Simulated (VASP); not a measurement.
Energy against volume of InAs (zinc blende). Computed with MS2 meta-GGA, VASP's PBE PAW potentials (set 64) (plane waves; VASP). Run with 520 eV cut-off, 10×10×10 Γ-centred mesh, first-order Methfessel-Paxton smearing of 0.10 eV, potentials In_d As.

```json
[
 {"V (Å³/atom)": "27.501", "E (eV/atom)": "-2.74174"},
 {"V (Å³/atom)": "28.351", "E (eV/atom)": "-2.74686"},
 {"V (Å³/atom)": "29.202", "E (eV/atom)": "-2.74282"},
 {"V (Å³/atom)": "30.052", "E (eV/atom)": "-2.73078"}
]
```

Problem. Fit these four points and predict the energy of the run at 26.650 Å³/atom.

Solution. A cubic in V^(−2/3), the third-order Birch-Murnaghan form, passes through the four points with V0 = 28.38 Å³/atom and B0 = 57 GPa, and gives -2.7261 eV/atom there. The run gave -2.7258 eV/atom, +0.3 meV/atom from the fit; all five points give B0 = 58 GPa.

The compound is InAs in the zinc blende structure. It was relaxed first.
